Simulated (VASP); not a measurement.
# Conduction levels of NaI (Fm-3m) at Γ, X and L from LDA to hybrid functionals

We calculate the lowest empty levels of rocksalt NaI at Γ, X and L with a series of functionals, in one fixed cell, and measure each from the top of the valence band. The question is whether a change of functional lifts the three levels together or alters their order. This matters for models of scintillators and other wide-gap materials: the gap sets the energy needed to create an electron-hole pair, while the spacing of the valleys decides where hot electrons can scatter as they cool. If the levels move together, a cheap functional can supply the spacing even though its gap is too small. The comparison concerns levels at the symmetry points; a valley minimum may lie beside such a point and somewhat lower.

## Computational details

A cell from a diffraction database, the same for all rows. VASP 6.6.1, plane waves with PAW, cutoff 350 eV, no spin polarisation, no spin-orbit coupling. Levels are read at the symmetry points of a band path, from the valence-band top. EpsX marks an unscreened share α = 1/ε∞ of exact exchange. The PAW data sets differ between levels: LDA sets for LDA; PBE sets for HSE06, PBE, PBE0, TB-mBJ, r2SCAN and r2SCAN-EpsX.

Notes on method and selection:

- A valley minimum can lie off the symmetry point and below the level at it.
- Spin-orbit coupling is left out; it raises the valence-band top and so lowers all three levels by about the same amount.
- Runs that did not converge, have known faults or may not be shown are not listed, and runs on Ansatz's PAW sets soft_1 and soft_2 are kept to separate tables.

Columns:

- Γ valley (eV): lowest empty level at Γ.
- k mesh: k mesh of the density and of exact exchange.
- X valley (eV): lowest empty level at X.
- L valley (eV): lowest empty level at L.
- X − Γ (eV): level at X less level at Γ.

Input lines of one member:

```
PREC = Accurate
ENCUT = 350
EDIFF = 1E-06
NELM = 100
ISMEAR = 0
SIGMA = 0.03
LREAL = .FALSE.
ALGO = Normal
GGA = CA
NBANDS = 19
LORBIT = 11
KPAR = 4
LASPH = .TRUE.
```

Command (options for logging and memory left out): `mpirun -np 4 vasp_std`

## Table of results

```
member                  Γ valley (eV)  k mesh  X valley (eV)  L valley (eV)  X − Γ (eV)
LDA                     3.34           6×6×6   4.26           4.86           0.918
PBE                     3.64           6×6×6   4.49           5.09           0.853
r2SCAN                  4.44           6×6×6   5.23           5.69           0.789
HSE06                   4.67           4×4×4   5.55           6.09           0.877
PBE0                    5.34           4×4×4   6.24           6.76           0.904
TB-mBJ                  5.57           6×6×6   ?              ?              ?
r2SCAN-EpsX (α = 0.29)  6.02           4×4×4   6.92           7.33           0.906
```

Cells marked ? are withheld until the estimate has been made.

Least-squares fits to the members shown, with x = Γ valley (eV); R² and errors in the fitted variable (y, or ln y where the fit is in ln y):

```
y              members  fit                   R²    rms residual  leave-one-out rms  the same for the mean of the others
X valley (eV)  6        y = 0.8419 + 1.007 x  1.00  0.043         0.063              1.1
L valley (eV)  6        y = 1.653 + 0.9436 x  0.99  0.073         0.096              1.0
```

## What drives the series

The order is Γ, then X, then L in all six complete rows. From LDA to r2SCAN-EpsX the level at Γ rises by 6.02 − 3.34 = 2.68 eV, that at X by 6.92 − 4.26 = 2.66 eV and that at L by 7.33 − 4.86 = 2.47 eV. The spacing X − Γ stays between 0.789 and 0.918 eV, a range of 0.129 eV, so the choice of functional matters far more for the gap than for this spacing.

The common rise has a known origin. Semilocal functionals leave the filled iodine p states too high, because an electron in them still partly repels itself, and their potential lacks the jump that separates filled from empty states. Exact exchange lowers the filled states relative to the empty ones, and its long-range part does so almost equally for every empty level. The step from HSE06 to PBE0, which restores that long-range part, shows this: the rises are 5.34 − 4.67 = 0.67 eV at Γ, 6.24 − 5.55 = 0.69 eV at X and 6.76 − 6.09 = 0.67 eV at L.

The smaller changes in spacing depend on the kind of functional. From PBE to r2SCAN, Γ rises by 4.44 − 3.64 = 0.80 eV, X by 5.23 − 4.49 = 0.74 eV and L by 5.69 − 5.09 = 0.60 eV, so the valleys draw closer. Adding exact exchange moves X away from Γ again: X − Γ grows by 0.904 − 0.853 = 0.051 eV from PBE to PBE0, and by 0.906 − 0.789 = 0.117 eV from r2SCAN to r2SCAN-EpsX. A possible reason is orbital character, since cubic symmetry keeps s and d states of one site apart at Γ but lets them mix at X.

The hybrids use a coarser k mesh than the other rows. The resulting error in long-range exchange should shift all three levels nearly alike and largely cancel in their spacing.

## A prediction

Plain estimates from the members shown:

- TB-mBJ, fit at x = 5.57: 6.45 eV
- TB-mBJ, straight-line interpolation between PBE0 and r2SCAN-EpsX (α = 0.29): w = (5.57 − 5.34) / (6.02 − 5.34) = 0.338, so 6.24 + 0.338 × (6.92 − 6.24) = 6.47 eV

The fit and the interpolation put the X level of TB-mBJ at 6.45 and 6.47 eV. Both lean on the hybrids at this gap, and exact exchange widens X − Γ in all three hybrids relative to their semilocal parents. TB-mBJ contains no exact exchange. It opens the gap with a local potential that depends on the kinetic-energy density and is raised where the electron density is low. This should lift the spread-out, s-like state at Γ somewhat more than a state at X with d character, and so reduce the spacing.

We therefore extend the line from PBE to r2SCAN, the other functional here that uses the kinetic-energy density without exact exchange. Its slope is (5.23 − 4.49) / (4.44 − 3.64) = 0.925, which gives 5.23 + 0.925 × (5.57 − 4.44) = 6.28 eV. The implied X − Γ is 0.71 eV, below every spacing shown.

The same kind of extension can be tried on r2SCAN. The slope from LDA to PBE is (4.49 − 4.26) / (3.64 − 3.34) = 0.767, and 4.49 + 0.767 × (4.44 − 3.64) = 5.10 eV, which is 0.13 eV below the calculated 5.23 eV. We take this miss as the standard deviation. It rests on a single trial, and r2SCAN and TB-mBJ use the kinetic-energy density in different ways.

**Committed estimate, TB-mBJ: X valley = 6.28 ± 0.13 eV.**

## The answer

```
member  Γ valley (eV)  k mesh  X valley (eV)  L valley (eV)  X − Γ (eV)
TB-mBJ  5.57           6×6×6   6.21           6.53           0.646
```

```
member  estimate       X valley (eV)  computed  estimate − computed  miss in error bars
TB-mBJ  committed      6.28           6.21      +0.07                0.5
TB-mBJ  fit            6.45           6.21      +0.24
TB-mBJ  interpolation  6.47           6.21      +0.26
```

The computed X level of TB-mBJ is 6.21 eV. Our 6.28 ± 0.13 eV is 0.07 eV too high, inside the error bar, and closer than the fit (0.24 eV too high) and the interpolation (0.26 eV too high).

The argument that held is that TB-mBJ, which opens the gap without exact exchange, should have a smaller X − Γ than the hybrids. It has the smallest of the series, 0.646 eV. The line from PBE through r2SCAN gave the right direction but too little narrowing: from r2SCAN to TB-mBJ the X level rises by (6.21 − 5.23) / (5.57 − 4.44) = 0.87 eV per eV at Γ, against the 0.925 we assumed.

The result fits a potential that lifts the spread-out state at Γ more than the state at X. That the X state owes this to d character remains a conjecture, since the table has no column for orbital character.

## Exceptions

Least-squares fits to the whole series, with x = Γ valley (eV); R² and errors in the fitted variable (y, or ln y where the fit is in ln y):

```
y              members  fit                    R²    rms residual  leave-one-out rms  the same for the mean of the others
X valley (eV)  7        y = 0.9701 + 0.9724 x  0.99  0.087         0.12               1.1
L valley (eV)  7        y = 1.855 + 0.8893 x   0.97  0.14          0.19               0.97
```

Largest departures from the fit to the whole series:

```
member                  X valley (eV)  fit   computed − fit  in rms residuals
TB-mBJ                  6.21           6.39  −0.18           2.0
r2SCAN-EpsX (α = 0.29)  6.92           6.82  +0.10           1.1
PBE0                    6.24           6.16  +0.08           0.9
r2SCAN                  5.23           5.29  −0.06           0.7
```

TB-mBJ stands out, 0.18 eV below the fit to the whole series. Against the earlier fit to the other six members it lies 0.24 eV low at X, and at L the shortfall is larger: 1.653 + 0.9436 × 5.57 = 6.91 eV, against 6.53 eV computed. The likeliest reason is the form of its potential, which does not raise the empty states equally, whereas long-range exact exchange nearly does.

The positive departures of r2SCAN-EpsX and PBE0 arise mostly because TB-mBJ pulls the line down at large gaps. On the six-member fit both lie within about 0.02 eV of the line.

r2SCAN is low on either fit, by 0.06 to 0.08 eV. This is a small effect with the same sign as that of TB-mBJ, and r2SCAN too depends on the kinetic-energy density and contains no exact exchange.

## Closing remarks

The order Γ, X, L holds for all seven functionals, but the levels do not move rigidly: X − Γ runs from 0.646 to 0.918 eV, and L − Γ from 6.53 − 5.57 = 0.96 eV (TB-mBJ) to 4.86 − 3.34 = 1.52 eV (LDA).

For the X level, adding the PBE spacing of 0.853 eV to another functional's Γ level works to within 0.07 eV for five of the other six members. For TB-mBJ it gives 0.21 eV too much. The rms miss over the six is 0.10 eV, against 1.1 eV for the mean of the others.

Even the smallest X − Γ is 0.646 / 0.026 = 25 times the thermal energy at room temperature, so electrons in equilibrium have almost no weight at X; the spacing matters for hot electrons.

Spin-orbit coupling, which these runs leave out, would lower all three levels, probably by a few tenths of an eV. That is small beside the 2.66 eV spread of the X level, and it nearly cancels in the spacings.

[Logs are printed without paths, hosts, clocks, repeated set-up lines and the standing remarks that a program may print on its own settings, such as how far it seeks lower states.]
